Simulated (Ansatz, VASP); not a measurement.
# Cross-check of HfO2 (amorphous HfO2.00) between VASP and Ansatz

One calculation is typed for both programs; each brings its own data sets. How far apart do they land? The structure shown is the start of the Ansatz relaxation below; VASP solves that cell, so the two are compared at the walk's first step.

Calculated with Ansatz 0.2.0; plane waves, with VASP 6.6.1 beside it; single point at PBE.

## 1. Starting point

The cell holds 72 atoms: 24 Hf and 48 O. Its edges and angles: a = 9.956 Å, b = 9.956 Å, c = 9.956 Å, α = 90.0°, β = 90.0°, γ = 90.0°. 72 atoms (24 Hf, 48 O) packed at random and pushed apart as soft spheres at 8.5 g/cm^3; MD (Langevin at fixed volume unless said) with the MACE-MP-0b2 small potential (Batatia et al., arXiv:2401.00096), steps of 2 fs: 0.7 ps at 3200 K, 3200 to 1920 K in 0.7 ps, 1920 to 300 K in 2 ps; then atoms relaxed.

## 2. Ansatz: relaxation, PBE

Ansatz runs on its default PAW (the set named soft_2) files.

The two programs are compared at the cell with which this relaxation starts, whose forces are those of its first step.

input.yaml

```yaml
crystal:
  lattice:
    - [9.95611, 0.0, 0.0]
    - [0.0, 9.95611, 0.0]
    - [0.0, 0.0, 9.95611]
  atoms:
    - { symbol: Hf, position: [0.36374, 0.18119, 0.19327] }
    - { symbol: Hf, position: [0.85136, 0.60612, 0.79618] }
    - { symbol: Hf, position: [0.60314, 0.14705, 0.429] }
    - { symbol: Hf, position: [0.0787, 0.88031, 0.66922] }
    - { symbol: Hf, position: [0.69614, 0.01757, 0.0927] }
    - { symbol: Hf, position: [0.27751, 0.76382, 0.90787] }
    - { symbol: Hf, position: [0.1954, 0.49378, 0.65286] }
    - { symbol: Hf, position: [0.96124, 0.72784, 0.1149] }
    - { symbol: Hf, position: [0.61055, 0.49988, 0.61631] }
    - { symbol: Hf, position: [0.26796, 0.84125, 0.2818] }
    - { symbol: Hf, position: [0.06567, 0.43458, 0.97334] }
    - { symbol: Hf, position: [0.62457, 0.76969, 0.30957] }
    - { symbol: Hf, position: [0.92407, 0.63944, 0.4495] }
    - { symbol: Hf, position: [0.72909, 0.27729, 0.88888] }
    - { symbol: Hf, position: [0.92428, 0.2711, 0.61221] }
    - { symbol: Hf, position: [0.60329, 0.62421, 0.01021] }
    - { symbol: Hf, position: [0.4157, 0.36888, 0.93878] }
    - { symbol: Hf, position: [0.92063, 0.01637, 0.40173] }
    - { symbol: Hf, position: [0.22406, 0.13188, 0.48751] }
    - { symbol: Hf, position: [0.46503, 0.0738, 0.76863] }
    - { symbol: Hf, position: [0.068, 0.38259, 0.3398] }
    - { symbol: Hf, position: [0.42946, 0.48219, 0.32926] }
    - { symbol: Hf, position: [0.00256, 0.08507, 0.95987] }
    - { symbol: Hf, position: [0.39126, 0.75841, 0.5624] }
    - { symbol: O, position: [0.01429, 0.48871, 0.74281] }
    - { symbol: O, position: [0.26706, 0.33489, 0.3454] }
    - { symbol: O, position: [0.10149, 0.65822, 0.97504] }
    - { symbol: O, position: [0.23418, 0.04069, 0.26473] }
    - { symbol: O, position: [0.61372, 0.4172, 0.99671] }
    - { symbol: O, position: [0.40875, 0.14666, 0.4061] }
    - { symbol: O, position: [0.03129, 0.0666, 0.57928] }
    - { symbol: O, position: [0.30391, 0.12841, 0.66779] }
    - { symbol: O, position: [0.12727, 0.31245, 0.56707] }
    - { symbol: O, position: [0.80549, 0.66784, 0.99337] }
    - { symbol: O, position: [0.32614, 0.64944, 0.37108] }
    - { symbol: O, position: [0.57449, 0.66619, 0.48985] }
    - { symbol: O, position: [0.39919, 0.53924, 0.61822] }
    - { symbol: O, position: [0.75729, 0.36114, 0.69366] }
    - { symbol: O, position: [0.56694, 0.37013, 0.44575] }
    - { symbol: O, position: [0.8993, 0.41461, 0.44523] }
    - { symbol: O, position: [0.03494, 0.49229, 0.17107] }
    - { symbol: O, position: [0.10718, 0.55752, 0.47095] }
    - { symbol: O, position: [0.41244, 0.86367, 0.76069] }
    - { symbol: O, position: [0.57361, 0.06182, 0.60403] }
    - { symbol: O, position: [0.73331, 0.96602, 0.32258] }
    - { symbol: O, position: [0.5585, 0.59555, 0.21624] }
    - { symbol: O, position: [0.12943, 0.94605, 0.85945] }
    - { symbol: O, position: [0.63116, 0.07333, 0.91064] }
    - { symbol: O, position: [0.80537, 0.15567, 0.49212] }
    - { symbol: O, position: [0.23922, 0.42185, 0.84836] }
    - { symbol: O, position: [0.20952, 0.70722, 0.69408] }
    - { symbol: O, position: [0.91372, 0.17312, 0.79938] }
    - { symbol: O, position: [0.40982, 0.61257, 0.9452] }
    - { symbol: O, position: [0.82513, 0.16884, 0.04764] }
    - { symbol: O, position: [0.38073, 0.17395, 0.98652] }
    - { symbol: O, position: [0.64033, 0.5983, 0.79805] }
    - { symbol: O, position: [0.39521, 0.38507, 0.14751] }
    - { symbol: O, position: [0.07592, 0.78333, 0.27028] }
    - { symbol: O, position: [0.87326, 0.42109, 0.93331] }
    - { symbol: O, position: [0.79405, 0.60481, 0.59422] }
    - { symbol: O, position: [0.30824, 0.83595, 0.08638] }
    - { symbol: O, position: [0.1017, 0.24113, 0.02979] }
    - { symbol: O, position: [0.93416, 0.77925, 0.758] }
    - { symbol: O, position: [0.46131, 0.86651, 0.38182] }
    - { symbol: O, position: [0.91198, 0.92714, 0.07675] }
    - { symbol: O, position: [0.52606, 0.29035, 0.78669] }
    - { symbol: O, position: [0.23492, 0.89757, 0.5086] }
    - { symbol: O, position: [0.61568, 0.82574, 0.10731] }
    - { symbol: O, position: [0.56547, 0.13058, 0.2069] }
    - { symbol: O, position: [0.03252, 0.17827, 0.34484] }
    - { symbol: O, position: [0.94737, 0.83787, 0.50042] }
    - { symbol: O, position: [0.82211, 0.68825, 0.28215] }
kpoints:
  mp_grid: { grid: [1, 1, 1] }
hamiltonian:
  xc: pbe
scf:
  occupations: { method: fermi_dirac, width: 0.025 }
output:
  forces: true
relax:
  f_tol: 0.04
  max_steps: 250
  cell: {}
```

Started as:

```bash
$ ansatz run input.yaml --threads 4 --pin off --max-ram 8192MiB --backend cpu --events-out ev --progress --plain --runs-dir out
```

Numbers of over 12 decimals in the logs are rounded to 6 here.

The log of the run:

```text
Engine: ansatz 0.2.0, aarch64-unknown-linux-gnu
Pseudopotentials: kind: paw
Pseudopotential: Hf, paw, valence charge 26, recommended cutoff 420 eV (normal), Hf.paw.azcp
Pseudopotential: O, paw, valence charge 6, recommended cutoff 420 eV (normal), O.paw.azcp
Functional definition: PBE
  parameter kappa = 0.804
  parameter beta = 0.066725
  exchange = pbe_x(kappa = kappa, mu = beta*pi^2/3)
  correlation = pbe_c(beta = beta)
Crystal: 72 atoms, lattice volume = 986.891 Å³
Basis set: ecut = 420 eV, 19309 PW (Γ), exchange–correlation on 144×144×144 points (8 copies of the dense FFT grid, shifted against one another)
Bands: 548, of which v1, the nominal top of the filled ones, is band 456 counted from 1 (455 counted from 0)
Symmetry: 1 space group operations
Space group: P1 (ITA 1), of the structure as read, at distance tolerance 1.0e-4 Å
k-points: 1
Non-local potential: Hf, projectors of the file, l = 0: 3, l = 1: 2, l = 2: 2, l = 3: 3
Non-local potential: O, projectors of the file, l = 0: 2, l = 1: 2, l = 2: 1
PAW form: soft (Blöchl's): semilocal exchange-correlation on the pseudo side does not see the compensation charge
PAW one-centre angular grid: Hf, 590 points (default); XC on 64 Gauss nodes
PAW one-centre angular grid: O, 110 points (default); XC on 64 Gauss nodes
Initial density: superposition of atomic densities (neutral atoms: chi_scale 0, normalization atom), corrected by the library's trained network
Initial wavefunctions: pseudopotential atomic-orbital guess
Functional: x = pbe(κ = 0.804, μ = 0.219515), c = pbe(β = 0.066725)
SCF iter   1: F=—  HF=-404663.685331 eV  |F-HF|=—  |Δ(HF+E_count)|=         —  Δρ=4.23e-3  dr2=1.73e-1  ethr=1.77e-3  ⟨swp⟩=6.0  Hψ=1680  notcnv=0  defer=56
preconditioner: auto → Resta (q_TF=auto, 2.693 Å⁻¹)  ε∞=4.9  [insulator: Δε(μ)=3.712 eV  Ē_g=17.559 eV  σ=0.025 eV  W_gap=1.00  n_scr=340 (ndim 8)  ℏωp=34.7 eV  f_vac=0.156  D(μ)=0.00/eV (n_scr^D=0)  ε∞_Penn≈4.9]
SCF iter   2: F=—  HF=-404663.662583 eV  |F-HF|=—  |Δ(HF+E_count)|=   2.27e-2  Δρ=2.11e-3  dr2=3.60e-2  ethr=1.89e-5  ⟨swp⟩=2.0  Hψ=999  notcnv=0  defer=84
SCF iter   3: F=—  HF=-404663.663685 eV  |F-HF|=—  |Δ(HF+E_count)|=   1.10e-3  Δρ=9.21e-4  dr2=1.07e-2  ethr=3.95e-6  ⟨swp⟩=2.0  Hψ=797  notcnv=0  defer=84
SCF iter   4: F=—  HF=-404663.664372 eV  |F-HF|=—  |Δ(HF+E_count)|=   6.86e-4  Δρ=2.61e-4  dr2=1.00e-3  ethr=1.17e-6  ⟨swp⟩=2.0  Hψ=923  notcnv=0  defer=84
SCF iter   5: F=—  HF=-404663.664701 eV  |F-HF|=—  |Δ(HF+E_count)|=   3.29e-4  Δρ=1.51e-4  dr2=2.68e-4  ethr=1.10e-7  ⟨swp⟩=2.0  Hψ=919  notcnv=0  defer=84
SCF iter   6: F=—  HF=-404663.664715 eV  |F-HF|=—  |Δ(HF+E_count)|=   1.43e-5  Δρ=5.16e-5  dr2=3.81e-5  ethr=2.94e-8  ⟨swp⟩=2.0  Hψ=919  notcnv=0  defer=84
SCF iter   7: F=—  HF=-404663.666828 eV  |F-HF|=—  |Δ(HF+E_count)|=   2.11e-3  Δρ=3.47e-5  dr2=1.41e-5  ethr=4.17e-9  ⟨swp⟩=2.0  Hψ=1004  notcnv=0  defer=84
SCF iter   8: F=—  HF=-404663.666832 eV  |F-HF|=—  |Δ(HF+E_count)|=   3.86e-6  Δρ=1.85e-5  dr2=3.63e-6  ethr=1.55e-9  ⟨swp⟩=2.0  Hψ=912  notcnv=0  defer=84
SCF iter   9: F=—  HF=-404663.666833 eV  |F-HF|=—  |Δ(HF+E_count)|=   1.05e-6  Δρ=4.73e-6  dr2=3.87e-7  ethr=3.98e-10  ⟨swp⟩=2.0  Hψ=920  notcnv=0  defer=84
SCF iter  10: F=—  HF=-404663.666833 eV  |F-HF|=—  |Δ(HF+E_count)|=   3.41e-7  Δρ=3.95e-6  dr2=1.60e-7  ethr=1.10e-11  ⟨swp⟩=5.0  Hψ=1954  notcnv=0
SCF iter  11: F=-404663.666833 eV  HF=-404663.666833 eV  |F-HF|=1.51e-8  |Δ(HF+E_count)|=   4.77e-9  Δρ=1.83e-6  dr2=3.65e-8  ethr=1.10e-11  ⟨swp⟩=5.0  Hψ=1769  notcnv=0
SCF 1 converged in 11 iterations: F = -404663.666833 eV  dr2 = 3.65e-8
  greatest PAW one-centre occupation: 0.999 electrons in one spin orbital (limit 2), on the Hf atom at site 6 (counted from 0), in its partial waves of l = 0
relax step   1: F+E_penalty+E_count = -404663.66683304 eV  Δ(F+E_penalty+E_count) = +0.000e0 eV  max|allowed force component| = 3.326e-1 eV/Å  Δτ_max = 0.0000 Å  P = -1.878 GPa  Ω = 986.891 Å³  (11 SCF iters, dr2 threshold 1.00e-7 eV, accepted)
Crystal: 72 atoms, lattice volume = 962.271 Å³
Basis set: ecut = 420 eV, 18797 PW (Γ), exchange–correlation on 144×144×144 points (8 copies of the dense FFT grid, shifted against one another)
Initial density: handed on by an earlier stage of this run
Initial wavefunctions: those handed on with the density
iter 1 solved again at ethr=1.03e-4 eV; its pass at ethr=3.10e-3 eV (dr2=9.35e-1 eV) is discarded
SCF iter   1: F=—  HF=-404664.833101 eV  |F-HF|=—  |Δ(HF+E_count)|=         —  Δρ=1.37e-2  dr2=9.58e-1  ethr=1.03e-4  ⟨swp⟩=5.0  Hψ=3035  notcnv=0
preconditioner: auto → Resta (q_TF=auto, 2.704 Å⁻¹)  ε∞=5.0  [insulator: Δε(μ)=3.776 eV  Ē_g=17.646 eV  σ=0.025 eV  W_gap=1.00  n_scr=318 (ndim 8)  ℏωp=35.2 eV  f_vac=0.147  D(μ)=0.00/eV (n_scr^D=0)  ε∞_Penn≈5.0]
SCF iter   2: F=—  HF=-404664.677268 eV  |F-HF|=—  |Δ(HF+E_count)|=   1.56e-1  Δρ=6.88e-3  dr2=2.22e-1  ethr=1.03e-4  ⟨swp⟩=7.0  Hψ=1165  notcnv=0
[...]
atom  31  O      0.00082074    -0.00134814     0.00195397
  atom  32  O      0.00285964     0.00033312     0.00164343
  atom  33  O      0.00275272    -0.00474174    -0.00491244
  atom  34  O      0.00108794    -0.00022466    -0.00124549
  atom  35  O     -0.00106889    -0.00096247     0.00181970
  atom  36  O      0.00029410    -0.00212233     0.00053781
  atom  37  O      0.00059245    -0.00022654    -0.00171324
  atom  38  O      0.00133062     0.00142172    -0.00058188
  atom  39  O     -0.00060926    -0.00042636    -0.00009288
  atom  40  O     -0.00040780    -0.00176927    -0.00034632
  atom  41  O     -0.00082921    -0.00051974     0.00260983
  atom  42  O     -0.00138084     0.00083115     0.00169989
  atom  43  O      0.00159569     0.00019190    -0.00182930
  atom  44  O     -0.00092649     0.00000903     0.00047106
  atom  45  O     -0.00165674     0.00100779     0.00056899
  atom  46  O     -0.00022131     0.00156763     0.00206856
  atom  47  O      0.00100353    -0.00212144     0.00072156
  atom  48  O     -0.00051323    -0.00054529    -0.00135575
  atom  49  O     -0.00193915    -0.00213835    -0.00265074
  atom  50  O      0.00291534    -0.00010765     0.00015864
  atom  51  O     -0.00032783     0.00254518     0.00044473
  atom  52  O     -0.00067208     0.00043277     0.00221058
  atom  53  O     -0.00222248    -0.00183346    -0.00068135
  atom  54  O     -0.00111975     0.00019635     0.00122168
[...]
atom  65  O     -0.00183448     0.00145772     0.00172820
  atom  66  O     -0.00015063    -0.00101517    -0.00148522
  atom  67  O      0.00275051     0.00141426    -0.00000384
  atom  68  O      0.00059927     0.00062435     0.00125085
  atom  69  O     -0.00146059     0.00129596     0.00107238
  atom  70  O     -0.00140546    -0.00021415     0.00269297
  atom  71  O      0.00127974    -0.00011051    -0.00056802
  atom  72  O     -0.00211657     0.00248983    -0.00225424
  max |Σ_I F_I| component: 9.67e-6 eV/Å
--- Stress (GPa, compression-positive) ---
        0.000304       0.003817       0.001163
        0.003817       0.005585      -0.003280
        0.001163      -0.003280       0.001536
  P = ⅓ Tr σ = 0.0025 GPa (0.025 kbar)
--- Relaxed structure (22 steps of the walk, 21 accepted, 3 SCFs on fresh bases) ---
  F+E_penalty+E_count = -404666.56250329 eV   max|allowed force component| = 7.278e-3 eV/Å   (the final SCF, on the basis selected at the relaxed cell)
  cell:  # Å, volume = 958.6066 Å³
    - [10.423924, 0.196027, 0.224654]
    - [0.196027, 9.530856, -0.112824]
    - [0.224654, -0.112824, 9.658902]
  atoms:
    - { symbol: Hf, position: [0.367110, 0.184460, 0.193439] }
    - { symbol: Hf, position: [0.841880, 0.594240, 0.794339] }
    - { symbol: Hf, position: [0.617771, 0.158050, 0.423200] }
    - { symbol: Hf, position: [0.069310, 0.840200, 0.650912] }
    - { symbol: Hf, position: [0.696516, 0.017156, 0.090288] }
    - { symbol: Hf, position: [0.268647, 0.780124, 0.916459] }
    - { symbol: Hf, position: [0.202214, 0.494046, 0.646041] }
    - { symbol: Hf, position: [0.948011, 0.721853, 0.114569] }
    - { symbol: Hf, position: [0.611739, 0.483666, 0.629203] }
    - { symbol: Hf, position: [0.252184, 0.827995, 0.297565] }
    - { symbol: Hf, position: [0.065035, 0.445933, 0.951223] }
    - { symbol: Hf, position: [0.621923, 0.775775, 0.327428] }
    - { symbol: Hf, position: [0.924519, 0.615346, 0.440467] }
    - { symbol: Hf, position: [0.733093, 0.281826, 0.894295] }
    - { symbol: Hf, position: [0.944287, 0.262644, 0.610693] }
    - { symbol: Hf, position: [0.600018, 0.633962, 0.019216] }
    - { symbol: Hf, position: [0.416564, 0.392331, 0.941570] }
    - { symbol: Hf, position: [0.916482, -0.00705441, 0.384857] }
    - { symbol: Hf, position: [0.243662, 0.134326, 0.495871] }
    - { symbol: Hf, position: [0.473964, 0.080956, 0.773798] }
    - { symbol: Hf, position: [0.029202, 0.309892, 0.248785] }
    - { symbol: Hf, position: [0.446549, 0.472439, 0.352115] }
    - { symbol: Hf, position: [-0.00454912, 0.078936, 0.977181] }
    - { symbol: Hf, position: [0.395762, 0.762443, 0.576225] }
    - { symbol: O, position: [0.017345, 0.473028, 0.742044] }
    - { symbol: O, position: [0.200761, 0.289254, 0.307097] }
    - { symbol: O, position: [0.109346, 0.661329, 0.984252] }
    - { symbol: O, position: [0.267851, 0.037726, 0.295550] }
    - { symbol: O, position: [0.608941, 0.415730, 1.008003] }
    - { symbol: O, position: [0.415210, 0.239947, 0.408058] }
    - { symbol: O, position: [0.043190, 0.068748, 0.537761] }
    - { symbol: O, position: [0.320651, 0.132856, 0.675906] }
    - { symbol: O, position: [0.142478, 0.307643, 0.575933] }
    - { symbol: O, position: [0.794284, 0.667665, 0.999553] }
    - { symbol: O, position: [0.323269, 0.642449, 0.378342] }
    - { symbol: O, position: [0.573089, 0.669459, 0.511310] }
    - { symbol: O, position: [0.400674, 0.510681, 0.590650] }
    - { symbol: O, position: [0.771379, 0.357887, 0.695779] }
    - { symbol: O, position: [0.615424, 0.377529, 0.440369] }
    - { symbol: O, position: [0.946985, 0.396777, 0.428070] }
    - { symbol: O, position: [0.00564948, 0.505001, 0.163795] }
    - { symbol: O, position: [0.092513, 0.636015, 0.532931] }
    - { symbol: O, position: [0.420428, 0.870629, 0.769600] }
    - { symbol: O, position: [0.577580, 0.067635, 0.596514] }
    - { symbol: O, position: [0.725689, 0.972468, 0.322504] }
    - { symbol: O, position: [0.564504, 0.594044, 0.234007] }
    - { symbol: O, position: [0.126405, 0.939459, 0.867627] }
    - { symbol: O, position: [0.639675, 0.081101, 0.904254] }
[...]
- { symbol: O, position: [0.884653, 0.919055, 0.058317] }
    - { symbol: O, position: [0.531864, 0.320248, 0.774149] }
    - { symbol: O, position: [0.236410, 0.894659, 0.520967] }
    - { symbol: O, position: [0.602472, 0.832407, 0.117326] }
    - { symbol: O, position: [0.560562, 0.133885, 0.210274] }
    - { symbol: O, position: [-0.00540467, 0.103447, 0.229185] }
    - { symbol: O, position: [0.922012, 0.832009, 0.515068] }
    - { symbol: O, position: [0.819493, 0.699615, 0.287897] }
```

Reading the cycles: dr2 is the Hartree energy of the density residual (eV), the measure of convergence; HF is the Harris–Foulkes estimate of the energy, which meets the free energy F at convergence.

(Continued in part 2 of 2.)

[Lines on the potential files, build, host, timing and source positions are cut from VASP's logs without a mark.]

[Logs are printed without paths, hosts, clocks, repeated set-up lines and the standing remarks that a program may print on its own settings, such as how far it seeks lower states.]

[Hosts, paths, dates, database ids (printed as entryN), source tags and the programs' standing remarks are cut or masked in the printed files.]
